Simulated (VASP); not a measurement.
All values below come from PW91 GGA, VASP's PBE PAW potentials (set 64) (plane waves; VASP).

VASP ran on this input.

KPOINTS:
```
Automatic
0
G
  10 10 5
```

File POSCAR:
```
BN
1.0
  1.2900254653  -2.2343898727   0.0000000000
  1.2900254653   2.2343898727   0.0000000000
  0.0000000000   0.0000000000   4.2668976935
B N
2 2
Cartesian
  1.2900254653  -0.7447981138   2.1344233213
  1.2900254653   0.7447981138   0.0009744745
  1.2900254653  -0.7447981138   3.7325610073
  1.2900254653   0.7447981138   1.5991121605
```

### INCAR
```
SYSTEM = BN
PREC = Accurate; ENCUT = 520; LREAL = .FALSE.
LASPH = .TRUE.
EDIFF = 1E-7; NELM = 100; ALGO = Normal
ISMEAR = 0; SIGMA = 0.05
GGA = 91
IBRION = 2; NSW = 30; ISIF = 4
EDIFFG = -0.01
LWAVE = .FALSE.; LCHARG = .FALSE.
```

POTCAR, in this order: B N (PBE.64 set). Program: vasp_std.

The resulting files:

OSZICAR:
```
       N       E                     dE             d eps       ncg     rms          rms(c)
DAV:   1     0.471589659040E+02    0.47159E+02   -0.86228E+03  1008   0.129E+03
DAV:   2    -0.345695731309E+02   -0.81729E+02   -0.76839E+02  1496   0.264E+02
DAV:   3    -0.368480470980E+02   -0.22785E+01   -0.22696E+01  1340   0.441E+01
DAV:   4    -0.368602752052E+02   -0.12228E-01   -0.12220E-01  1252   0.350E+00
DAV:   5    -0.368604211945E+02   -0.14599E-03   -0.14595E-03  1324   0.363E-01    0.934E+00
DAV:   6    -0.350750795917E+02    0.17853E+01   -0.52217E+00  1276   0.186E+01    0.435E+00
DAV:   7    -0.349523058684E+02    0.12277E+00   -0.21522E-01  1192   0.453E+00    0.266E+00
DAV:   8    -0.349195627036E+02    0.32743E-01   -0.75306E-02  1124   0.247E+00    0.227E-01
DAV:   9    -0.349185719980E+02    0.99071E-03   -0.23667E-03  1292   0.501E-01    0.116E-01
DAV:  10    -0.349187483862E+02   -0.17639E-03   -0.36746E-04  1204   0.186E-01    0.270E-02
DAV:  11    -0.349187480876E+02    0.29857E-06   -0.69827E-05  1276   0.712E-02    0.116E-02
DAV:  12    -0.349187490376E+02   -0.94992E-06   -0.74042E-06  1276   0.272E-02    0.232E-03
DAV:  13    -0.349187491636E+02   -0.12604E-06   -0.23506E-07  1080   0.521E-03    0.653E-04
DAV:  14    -0.349187491635E+02    0.12949E-09   -0.14515E-08   732   0.143E-03
   1 F= -.34918749E+02 E0= -.34918749E+02  d E =-.349187E+02
       N       E                     dE             d eps       ncg     rms          rms(c)
DAV:   1    -0.349187276670E+02    0.21497E-04   -0.19300E-02  1136   0.133E+00    0.254E-02
DAV:   2    -0.349187499657E+02   -0.22299E-04   -0.26930E-04  1268   0.157E-01    0.156E-02
DAV:   3    -0.349187463587E+02    0.36070E-05   -0.45514E-06  1264   0.243E-02    0.653E-03
DAV:   4    -0.349187460981E+02    0.26051E-06   -0.28197E-06  1308   0.164E-02    0.170E-03
DAV:   5    -0.349187460935E+02    0.46771E-08   -0.41645E-07  1120   0.682E-03
   2 F= -.34918746E+02 E0= -.34918746E+02  d E =0.307001E-05
       N       E                     dE             d eps       ncg     rms          rms(c)
DAV:   1    -0.349187861001E+02   -0.40002E-04   -0.49973E-03  1136   0.676E-01    0.128E-02
DAV:   2    -0.349187917588E+02   -0.56586E-05   -0.69835E-05  1272   0.801E-02    0.804E-03
DAV:   3    -0.349187908240E+02    0.93476E-06   -0.11852E-06  1268   0.124E-02    0.338E-03
DAV:   4    -0.349187907687E+02    0.55299E-07   -0.74140E-07  1296   0.840E-03
   3 F= -.34918791E+02 E0= -.34918791E+02  d E =-.416053E-04
```

**OUTCAR**
```
------------------------ aborting loop because EDIFF is reached ----------------------------------------
  FORCE on cell =-STRESS in cart. coord.  units (eV):
  Direction    XX          YY          ZZ          XY          YZ          ZX
  --------------------------------------------------------------------------------------
  Total       -1.6109534     -1.6109537     -1.6093508      0.0000000      0.0000000      0.0000000
  in kB     -104.9286517   -104.9286723   -104.8242658      0.0000000      0.0000000      0.0000000
  external PRESSURE =    -104.8938633 kB  Pullay stress =       0.0000000 kB
  volume of cell :       24.60
      direct lattice vectors                 reciprocal lattice vectors
     1.290078015 -2.234480887  0.000000000     0.387573460 -0.223765620 -0.000000000
     1.290078015  2.234480887  0.000000000     0.387573460  0.223765620  0.000000000
     0.000000000 -0.000000000  4.266550096     0.000000000  0.000000000  0.234381404
  FREE ENERGIE OF THE ION-ELECTRON SYSTEM (eV)
  ---------------------------------------------------
  free  energy   TOTEN  =       -34.9187907687 eV

  energy  without entropy=      -34.9187907687  energy(sigma->0) =      -34.91879077

 reached required accuracy - stopping structural energy minimisation
```
(Selected blocks of OUTCAR.)

### CONTCAR
```
BN
   1.00000000000000
     1.2900780148720488   -2.2344808869793273    0.0000000000000000
     1.2900780148720488    2.2344808869793273    0.0000000000000000
     0.0000000000000000   -0.0000000000000000    4.2665500961709943
  B               N
     2     2
Direct
     0.6666669999999968    0.3333330000000032    0.5000653000206423
     0.3333330000000032    0.6666669999999968    0.0000653000206423
     0.6666669999999968    0.3333330000000032    0.8749346999793578
     0.3333330000000032    0.6666669999999968    0.3749346999793577
```

The compound is BN in the wurtzite structure, a metastable high-pressure form. This cell is one point of a volume scan, at 1.03 of the reference volume. Symmetry was kept, so distortions that lower it aren't found.
